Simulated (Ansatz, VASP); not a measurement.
# WSeS in two plane-wave programs, part 3 of 3

One calculation is typed for both programs; each brings its own data sets. How far apart do they land? The cell is taken from a series of runs on this material, whose earlier steps may have relaxed, scaled, displaced or heated it; both programs get it as it stands.

VASP 6.6.1 and Ansatz 0.2.0.

So far: The starting structure; Ansatz: zone-centre phonons, PBEsol, pair 1; VASP: zone-centre phonons, PBEsol, pair 1; Differences.

### Step 5. Ansatz: zone-centre phonons, PBEsol, pair 2

Level of this step: Ansatz beside VASP: Kohn-Sham DFT, plane waves, PBEsol (Ansatz).

Second derivatives magnify differences that forces hide, and they need a tight electronic threshold.

The cell is taken from a series of runs on this material, whose earlier steps may have relaxed, scaled, displaced or heated it; both programs get it as it stands.

input.yaml reads:

```yaml
crystal:
  lattice:
    - [3.1749262563, 0.0, 0.0]
    - [-1.5874631281, 2.777340195, 0.0]
    - [0.0, 0.0, 30.4]
  atoms:
    - { symbol: W, position: [0.3337680276, 0.6675360551, 0.3297482289] }
    - { symbol: S, position: [0.6664153061, 0.3328306121, 0.3803845793] }
    - { symbol: Se, position: [0.666483333, 0.3329666661, 0.2734198233] }
  periodic: [true, true, false]
kpoints:
  mp_grid: { grid: [12, 12, 1] }
hamiltonian:
  xc: pbesol
  pseudopotentials: { kind: paw, azcp: { folder: soft_1 }, xc_functional: pbe }
scf:
  occupations: { method: fixed }
output:
  eigenvalues: true
phonons:
  method: dfpt
```

The run is started by

```bash
> ansatz run input.yaml --threads 4 --pin off --max-ram 16384MiB --backend cpu --events-out ev --progress --plain --runs-dir out
```

Numbers of over 12 decimals in the logs are rounded to 6 here.

Output:

```text
[...]
Crystal: 3 atoms, lattice volume = 268.063 Å³
Basis set: ecut = 420 eV, 5277 PW (Γ), exchange–correlation on 48×48×432 points (8 copies of the dense FFT grid, shifted against one another)
Bands: 22, of which v1, the nominal top of the filled ones, is band 18 counted from 1 (17 counted from 0)
Symmetry: 2 space group operations
k-points: 43 of 144 (time reversal used)
[...]
k-point 2: bands = [... 14 lower, -7.7939, -6.9991, -6.8793, -5.8881, -3.2410, -2.5555, -2.5048, -1.6345]
  k-point 42: bands = [... 14 lower, -9.0208, -8.7108, -7.3664, -5.9937, -3.1769, -2.1995, -2.0367, -0.4435]
  ° read free of the cell's end (the report's vacuum.weakly_bound_levels)
[...]
ASR residual: 2.634e-4 → 0.000e0 eV/Å²; symmetrization residual: 1.062e-5 eV/Å²
  ASR residual per site (eV/Å²): 2.63e-4 9.76e-5 1.32e-4
  Γ frequencies (cm⁻¹): 0.00 0.00 0.00 202.55 203.61 281.20 331.60 333.74 420.92
[...]
[key lines of the parts left out:]
SCF converged after 14 iterations
Free energy (F): -16568.883006 eV
Fermi energy:    -5.440821 eV
```

### Step 6. VASP: zone-centre phonons, PBEsol, pair 2

The same cell, functional and mesh now go to VASP, with its own data sets.

INCAR reads:

```
SYSTEM = WSeS
PREC = Accurate
ENCUT = 600
EDIFF = 1E-08
NELM = 120
ISMEAR = 0
SIGMA = 0.01
LREAL = .FALSE.
ALGO = Normal
GGA = PS
NBANDS = 15
LASPH = .TRUE.
LORBIT = 11
LWAVE = .FALSE.
LCHARG = .FALSE.
ISIF = 2
IBRION = 8
GGA_COMPAT = .FALSE.
EFERMI = MIDGAP
NELMDL = -8
KPAR = 2
```

POSCAR reads:

```
WSeS
1.0
    3.1749262563      0.0000000000      0.0000000000
   -1.5874631281      2.7773401950      0.0000000000
    0.0000000000      0.0000000000     30.4000000000
W S Se
1 1 1
Direct
    0.3337680276      0.6675360551      0.3297482289
    0.6664153061      0.3328306121      0.3803845793
    0.6664833331      0.3329666661      0.2734198233
```

KPOINTS reads:

```
Automatic mesh
0
Gamma
12 12 1
0 0 0
```

Potentials, in the order of the species: W, S and Se (PBE family, release 64).

The run is started by

```bash
> mpirun -np 2 vasp_std
```

Output:

```text
[banner, memory and clock lines left out]
running    2 mpi-ranks, on    1 nodes
[...]
[... a notice as in an earlier step ...]

 LDA part: xc-table for (Slater+PW92), standard interpolation
 POSCAR, INCAR and KPOINTS ok, starting setup
[...]
entering main loop
       N       E                     dE             d eps       ncg     rms          rms(c)
DAV:   1     0.145289343110E+03    0.14529E+03   -0.60370E+03  1290   0.939E+02
DAV:   2    -0.674885252912E+01   -0.15204E+03   -0.14208E+03  2203   0.164E+02
DAV:   3    -0.250752163966E+02   -0.18326E+02   -0.18178E+02  1836   0.724E+01
DAV:   4    -0.254551151070E+02   -0.37990E+00   -0.37787E+00  1736   0.131E+01
[...]
DAV:  29    -0.242746063822E+02   -0.43379E-07    0.32582E-10  1450   0.894E-05    0.574E-05
DAV:  30    -0.242746064080E+02   -0.25853E-07    0.54480E-10  1303   0.356E-05    0.166E-05
DAV:  31    -0.242746064178E+02   -0.97946E-08    0.59142E-10  1163   0.235E-05
   1 F= -.24274606E+02 E0= -.24274606E+02  d E =0.000000E+00
[...]
RMM:  10    -0.687298672200E-01    0.26642E-06    0.46952E-09  2209   0.324E-05    0.587E-06
RMM:  11    -0.687298813324E-01   -0.14112E-07    0.48081E-09  2424   0.919E-06    0.159E-06
RMM:  12    -0.687298765857E-01    0.47468E-08    0.48606E-09  2158   0.484E-06    0.744E-07
 first order change of Fermi-energy   0.35033E+00
 force on displaced ion       3 direction 2 :  -0.000  -9.252  -0.133
 Linear response progress:
  Degree of freedom:   9/  9
       N       E                     dE             d eps       ncg     rms          rms(c)
RMM:   1    -0.134953132791E+00   -0.13495E+00    0.72009E-02  3003   0.159E+00
RMM:   2    -0.133440122220E+00    0.15130E-02   -0.29471E-03  2090   0.365E-01    0.283E-01
RMM:   3    -0.133296172633E+00    0.14395E-03   -0.35153E-04  2205   0.110E-01    0.224E-01
RMM:   4    -0.133384261686E+00   -0.88089E-04   -0.32964E-04  2178   0.819E-02    0.468E-02
[...]
RMM:  16    -0.133363882442E+00   -0.53307E-07   -0.18445E-08  2565   0.640E-05    0.922E-06
RMM:  17    -0.133363892467E+00   -0.10025E-07   -0.13024E-08  2489   0.231E-05    0.376E-06
RMM:  18    -0.133363893924E+00   -0.14576E-08   -0.10982E-09  2324   0.114E-05    0.218E-06
 first order change of Fermi-energy   0.67434E+00
 force on displaced ion       3 direction 3 :  -0.000  -0.136 -17.126
 Linear response finished
```

Parts of OUTCAR (step 6):

```text
  Total        0.7044988      0.0349721     -0.0570534      0.0000000      0.0000313      0.0000000
  in kB        4.2107022      0.2090241     -0.3410011      0.0000000      0.0001870      0.0000000
  external PRESSURE =       1.3595750 kB  Pullay stress =       0.0000000 kB

 POSITION                                       TOTAL-FORCE (eV/Angst)
 -----------------------------------------------------------------------------------
      0.00000      1.85397     10.02435         0.000000      0.000774      0.015353
      1.58746      0.92438     11.56369        -0.000000     -0.000419     -0.023707
      1.58746      0.92476      8.31196        -0.000000     -0.000355      0.008354
 -----------------------------------------------------------------------------------
    total drift:                               -0.000000      0.000023      0.000075

[... 1 part as in an earlier step ...]

[... 1 further part left out ...]
```

### Step 7. Differences

What differs besides the data sets and the points named for the pairs above, as far as they apply: the data sets hold 36 valence electrons in Ansatz (on its PAW soft_1 files) and 18 in VASP. Total energies have different zeros and are not compared.

The two programs side by side:

```
             quantity  Ansatz   VASP  difference
optical mode 1 (cm⁻¹)   202.6  203.4     -0.41 %
optical mode 2 (cm⁻¹)   203.6  204.5     -0.41 %
optical mode 3 (cm⁻¹)   281.2  283.4     -0.76 %
optical mode 4 (cm⁻¹)   331.6  333.4     -0.55 %
optical mode 5 (cm⁻¹)   333.7  335.6     -0.55 %
optical mode 6 (cm⁻¹)   420.9  423.9     -0.70 %
```

Modes are paired by rising frequency, not by their patterns, so a pair may set unlike modes beside each other; they are those without the splitting of longitudinal modes. Where the cell holds vacuum, a pressure given here is an average over it and none of the material.

### Step 8. Summary of results

```json
{
 "r.m.s. difference of the optical zone-centre modes, each program's sorted by frequency (zone-centre phonons, PBEsol, pair 1)": "1.9 cm⁻¹",
 "difference in optical mode 3 (zone-centre phonons, PBEsol, pair 1)": "-0.8 %",
 "r.m.s. difference of the optical zone-centre modes, each program's sorted by frequency (zone-centre phonons, PBEsol, pair 2)": "1.9 cm⁻¹",
 "difference in optical mode 3 (zone-centre phonons, PBEsol, pair 2)": "-0.8 %"
}
```

The r.m.s. difference of the optical zone-centre modes, each program's sorted by frequency is 1.9 cm⁻¹ (zone-centre phonons, PBEsol, pair 1). The data sets hold unlike numbers of valence electrons (36 in Ansatz and 18 in VASP), so part of the differences may come from the potentials. Among the rows given in per cent, the largest difference of the zone-centre phonons, PBEsol, pair 1 pair is in optical mode 3, -0.8 %. Among the rows given in per cent, the largest difference of the zone-centre phonons, PBEsol, pair 2 pair is in optical mode 3, -0.8 %. Such differences can come from data sets, numerical settings and the points named under the comparisons, not from the functional's error against experiment.

[Lines on the potential files, build, host, timing and source positions are cut from VASP's logs without a mark.]

[Logs are printed without paths, hosts, clocks, repeated set-up lines and the standing remarks that a program may print on its own settings, such as how far it seeks lower states.]

[Hosts, paths, dates, database ids (printed as entryN), source tags and the programs' standing remarks are cut or masked in the printed files.]
